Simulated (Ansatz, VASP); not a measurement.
# CoSi2: VASP beside Ansatz, part 2 of 2

Aim: how closely do two programs agree when they are given the same cell, functional and k mesh? The cell is taken from a series of runs on this material, whose earlier steps may have relaxed, scaled, displaced or heated it; both programs get it as it stands.

VASP 6.6.1 and Ansatz 0.2.0.

So far: Starting point; VASP: zone-centre phonons, LDA.

### Step 3. Ansatz: zone-centre phonons, LDA

Level of this step: Ansatz beside VASP: Kohn-Sham DFT, plane waves, LDA (Ansatz).

Ansatz runs on its PAW soft_1 files.

The same cell, functional (in two slightly different forms), mesh and smearing now go to Ansatz, which takes its cutoff from its data sets.

Contents of input.yaml:

```yaml
crystal:
  lattice:
    - [0.0, 2.6013899245, 2.6013899245]
    - [2.6013899245, 0.0, 2.6013899245]
    - [2.6013899245, 2.6013899245, 0.0]
  atoms:
    - { symbol: Si, position: [0.25, 0.25, 0.25] }
    - { symbol: Si, position: [0.75, 0.75, 0.75] }
    - { symbol: Co, position: [0.0, 0.0, 0.0] }
kpoints:
  mp_grid: { grid: [16, 16, 16] }
hamiltonian:
  xc: lda
  pseudopotentials: { kind: paw, azcp: { folder: soft_1 }, xc_functional: pbe }
scf:
  occupations: { method: methfessel_paxton, width: 0.2 }
output:
  eigenvalues: true
phonons:
  method: dfpt
```

The run is started by

```
$ ansatz run input.yaml --threads 4 --pin off --max-ram 10240MiB --backend cpu --events-out ev --progress --plain --runs-dir out
```

Numbers of over 12 decimals in the logs are rounded to 6 here.

What it wrote:

```text
zone centre: on kpoints.mp_grid the ground state, and the responses unless they are solved on pairs of k-points, stand on 349 of the mesh's 4096 k-points, reduced under 8 symmetry operations, with k and −k counted as one. Each operation leaves every solved displacement unchanged or reverses it
Engine: ansatz 0.2.0, x86_64-unknown-linux-gnu
Pseudopotentials: kind: paw
Pseudopotential: Si, paw, valence charge 4, recommended cutoff 420 eV (normal), soft_1/Si.paw.azcp
Pseudopotential: Co, paw, valence charge 17, recommended cutoff 420 eV (normal), soft_1/Co.paw.azcp
Functional definition: SPW92
  exchange = slater_x
  correlation = pw_c
Crystal: 3 atoms, lattice volume = 35.208 Å³
Basis set: ecut = 420 eV, 701 PW (Γ), exchange–correlation on 50×50×50 points (8 copies of the dense FFT grid, shifted against one another)
Bands: 17, of which v1, the nominal top of the filled ones, is band 13 counted from 1 (12 counted from 0)
Symmetry: 48 space group operations
k-points: 349 of 4096 (irreducible under 8 space group operations, time reversal used)
Non-local potential: Si, projectors of the file, l = 0: 2, l = 1: 2, l = 2: 1
Non-local potential: Co, projectors of the file, l = 0: 3, l = 1: 2, l = 2: 3, l = 3: 1
PAW form: soft (Blöchl's): semilocal exchange-correlation on the pseudo side does not see the compensation charge
PAW frozen core: Si, regenerated for the run's functional, and the local potential with it (the file was generated under x = pbe(κ = 0.804, μ = 0.219515), c = pbe(β = 0.066725))
PAW frozen core: Co, regenerated for the run's functional, and the local potential with it (the file was generated under x = pbe(κ = 0.804, μ = 0.219515), c = pbe(β = 0.066725))
PAW one-centre angular grid: Si, 110 points (default); XC on 64 Gauss nodes
PAW one-centre angular grid: Co, 590 points (default); XC on 64 Gauss nodes
Initial density: superposition of atomic densities (chi_scale 0.1, normalization cell, long waves kept (reshape's long-wave potential 0.00 eV rms))
Initial wavefunctions: pseudopotential atomic-orbital guess
Functional: x = slater, c = lda
SCF iter   1: F=—  HF=-6283.148593 eV  |F-HF|=—  |Δ(HF+E_count)|=         —  Δρ=1.37e-1  dr2=7.50e0  ethr=3.10e-3  ⟨swp⟩=5.1  Hψ=30374  notcnv=0
preconditioner: auto → Kerker (q_TF=auto, 2.577 Å⁻¹)  [metal: Δε(μ)=0.041 eV  Ē_g=9.378 eV  σ=0.200 eV  W_gap=0.17  n_scr=14 (ndim 8)  ℏωp=25.8 eV  f_vac=0.000  D(μ)=0.88/eV (n_scr^D=8)]
SCF iter   2: F=—  HF=-6282.406725 eV  |F-HF|=—  |Δ(HF+E_count)|=   7.42e-1  S|Δr|=    0.00e0  Δρ=6.01e-2  dr2=1.98e0  ethr=3.10e-3  ⟨swp⟩=2.6  Hψ=12425  notcnv=0  defer=77
SCF iter   3: F=—  HF=-6281.921492 eV  |F-HF|=—  |Δ(HF+E_count)|=   4.85e-1  S|Δr|=    0.00e0  Δρ=2.30e-2  dr2=2.46e-1  ethr=3.10e-3  ⟨swp⟩=2.1  Hψ=10370  notcnv=0  defer=77
SCF iter   4: F=—  HF=-6281.888246 eV  |F-HF|=—  |Δ(HF+E_count)|=   3.32e-2  S|Δr|=    0.00e0  Δρ=1.02e-2  dr2=2.62e-2  ethr=9.86e-4  ⟨swp⟩=1.8  Hψ=9134  notcnv=0  defer=75
SCF iter   5: F=—  HF=-6281.886902 eV  |F-HF|=—  |Δ(HF+E_count)|=   1.34e-3  S|Δr|=    0.00e0  Δρ=3.99e-3  dr2=6.48e-3  ethr=1.05e-4  ⟨swp⟩=1.1  Hψ=6212  notcnv=0  defer=75
SCF iter   6: F=—  HF=-6281.885892 eV  |F-HF|=—  |Δ(HF+E_count)|=   1.01e-3  S|Δr|=    0.00e0  Δρ=1.05e-3  dr2=5.81e-4  ethr=2.59e-5  ⟨swp⟩=1.0  Hψ=5881  notcnv=0  defer=75
SCF iter   7: F=—  HF=-6281.885762 eV  |F-HF|=—  |Δ(HF+E_count)|=   1.31e-4  S|Δr|=    0.00e0  Δρ=1.51e-4  dr2=1.23e-5  ethr=2.32e-6  ⟨swp⟩=2.1  Hψ=8830  notcnv=0  defer=75
SCF iter   8: F=—  HF=-6281.885755 eV  |F-HF|=—  |Δ(HF+E_count)|=   6.53e-6  S|Δr|=    0.00e0  Δρ=1.26e-5  dr2=6.95e-8  ethr=4.93e-8  ⟨swp⟩=2.4  Hψ=7790  notcnv=0  defer=75
SCF iter   9: F=—  HF=-6281.885757 eV  |F-HF|=—  |Δ(HF+E_count)|=   2.40e-6  S|Δr|=    0.00e0  Δρ=2.29e-6  dr2=2.12e-9  ethr=2.78e-10  ⟨swp⟩=2.2  Hψ=8859  notcnv=0  defer=75
SCF iter  10: F=-6281.885757 eV  HF=-6281.885757 eV  |F-HF|=3.64e-12  |Δ(HF+E_count)|=  4.68e-10  S|Δr|=    0.00e0  Δρ=1.92e-7  dr2=7.11e-12  ethr=1.00e-12  ⟨swp⟩=5.9  Hψ=32236  notcnv=0
SCF 1 converged in 10 iterations: F = -6281.885757 eV  dr2 = 7.11e-12
  greatest PAW one-centre occupation: 1.001 electrons in one spin orbital (limit 2), on the Co atom at site 2 (counted from 0), in its partial waves of l = 1
DFPT response loops at Γ: preconditioner auto → Kerker (q_TF=auto, 2.577 Å⁻¹) (partly filled bands, converged f_vac=0.000); β = 1.00, the filter's whole step (`scf.mixing.beta` (0.50) is not read by the response loops under this deck's `scf.mixing.preconditioner`; to damp them name `kerker` or `kerker_dos`, under which they read `scf.mixing.beta`, and type it under 1.00, their step now; both keys bind the ground state too); Broyden in place of MSR1
SCF converged after 10 iterations
Stability not checked: this state was not tested for a lower state beside it, because cold or Methfessel-Paxton smearing, or corrected tetrahedra, fill the levels in a way that the test cannot read (fill_not_monotonic; see scf.lower_state_search)
Free energy (F): -6281.885757 eV
Harris-Foulkes:  -6281.885757 eV  (|F-HF|=3.64e-12)
Internal energy: -6281.886471 eV  (E = F + TS)
E sigma→0 (E₀):  -6281.885936 eV
Entropy (-TS):   0.000713 eV (0.238 meV/atom)
Fermi energy:    14.045361 eV
--- Per-component energies (eV) ---
  E_band       = -257.137269
  E_kinetic    = 391.151624
  E_local      = -3817.838920  (includes V_loc(G=0)·N_el)
  E_nonlocal   = 487.541900
  E_hartree    = 1736.298791
  E_xc         = -211.157749
  E_vxc        = -224.445061  (∫ρ·V_xc dr)
  E_paw        = -2481.703945  (= ΣΔE_a)
  E_vpaw       = -566.144415  (= ΣTr[D̂ρ^β])
  E_aug_tail   = 0.000014  (compensation charges beyond the density's cutoff)
  E_ewald      = -2386.765098
  E_core_change = 0.586913  (= ΣΔE_core)
  E_smearing   = 0.000713  (= −TS)
  E_closure    = 0.000000  (closes the sum)
  Σ components = -6281.885757   (vs F -6281.885757, Δ=0.00e0)
--- Band table (eV; the first three rows and the last of 349) ---
  k-point 0: bands = [... 9 lower, 11.8466, 15.6053, 17.5447, 17.5447, 17.5447, 17.8515, 17.8515, 17.8515]
  k-point 1: bands = [... 9 lower, 11.8262, 15.5976, 16.5385, 17.0856, 17.0856, 18.3512, 18.3512, 18.9475]
  k-point 2: bands = [... 9 lower, 11.7749, 14.9445, 16.2702, 16.5212, 16.5212, 18.8696, 18.8696, 19.4994]
  k-point 348: bands = [... 9 lower, 11.4823, 11.8122, 12.3820, 13.2915, 18.0842, 18.0842, 19.9779, 20.9834]
--- Phonons (Γ-DFPT): 2 representative perturbations + reference, on 349 of 4096 k-points (Σ response iterations 6) ---
  k mesh reduced under 8 symmetry operations, with k and −k counted as one. Each operation leaves every solved displacement unchanged or reverses it
  ASR residual: 5.425e-5 → 0.000e0 eV/Å²; symmetrization residual: 4.411e-7 eV/Å²
  ASR residual per site (eV/Å²): 5.42e-5 5.42e-5 1.37e-5
  Γ frequencies (cm⁻¹): 0.00 0.00 0.00 376.27 376.27 376.27 376.48 376.48 376.48
  non-analytic LO–TO correction: not included (Born effective charges unavailable; polar crystals: no LO–TO splitting at Γ)
```

### Step 4. Differences

Known differences besides the potentials themselves: the two LDA forms differ slightly; the data sets hold 25 valence electrons in Ansatz (on its PAW soft_1 files) and 17 in VASP; the cutoff is 420 eV in Ansatz and 600 eV in VASP; VASP's log shows a relativistic correction to its local exchange, Ansatz's none. Total energies have different zeros and are not compared.

Both answers:

```
                  quantity  Ansatz   VASP  difference
optical mode 1 to 3 (cm⁻¹)   376.3  377.4     -0.30 %
optical mode 4 to 6 (cm⁻¹)   376.5  379.5     -0.79 %
```

Modes are paired by rising frequency, not by their patterns, so a pair may set unlike modes beside each other; they are those without the splitting of longitudinal modes.

### Step 5. Results

| Quantity | Value |
| --- | --- |
| r.m.s. difference of the optical zone-centre modes, each program's sorted by frequency (zone-centre phonons, LDA) | 2.3 cm⁻¹ |
| difference in optical mode 4 to 6 (zone-centre phonons, LDA) | -0.8 % |

What this shows: The r.m.s. difference of the optical zone-centre modes, each program's sorted by frequency is 2.3 cm⁻¹ (zone-centre phonons, LDA). The data sets hold unlike numbers of valence electrons (25 in Ansatz and 17 in VASP), so part of the differences comes from the potentials. Among the rows given in per cent, the largest difference of the zone-centre phonons, LDA pair is in optical mode 4 to 6, -0.8 %. How closely two codes agree says nothing of how well the functional describes the real material.

[Lines on the potential files, build, host, timing and source positions are cut from VASP's logs without a mark.]

[Logs are printed without paths, hosts, clocks, repeated set-up lines and the standing remarks that a program may print on its own settings, such as how far it seeks lower states.]

[Hosts, paths, dates, database ids (printed as entryN), source tags and the programs' standing remarks are cut or masked in the printed files.]
